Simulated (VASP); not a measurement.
Energy against volume of SiC (wurtzite). Calculation: SCAN meta-GGA, VASP's PBE PAW potentials (set 64) (plane waves; VASP). Numerical set-up: 520 eV cut-off, 8×8×5 Γ-centred mesh, Gaussian smearing of 0.050 eV, potentials Si C.

Shape and ions are relaxed at each volume.

```tsv
V (Å³/atom)	E (eV/atom)
9.992	-10.33407
10.301	-10.34110
10.610	-10.33499
10.919	-10.31752
```

Task: Fit these four points and predict the energy of the run at 9.683 Å³/atom.

Result: A cubic in V^(−2/3), the third-order Birch-Murnaghan form, passes through the four points with V0 = 10.30 Å³/atom and B0 = 226 GPa, and gives -10.3118 eV/atom there. The run gave -10.3118 eV/atom, +0.0 meV/atom from the fit; all five points give B0 = 226 GPa.

The compound is SiC in the wurtzite structure, the rare 2H polytype. It was relaxed first.
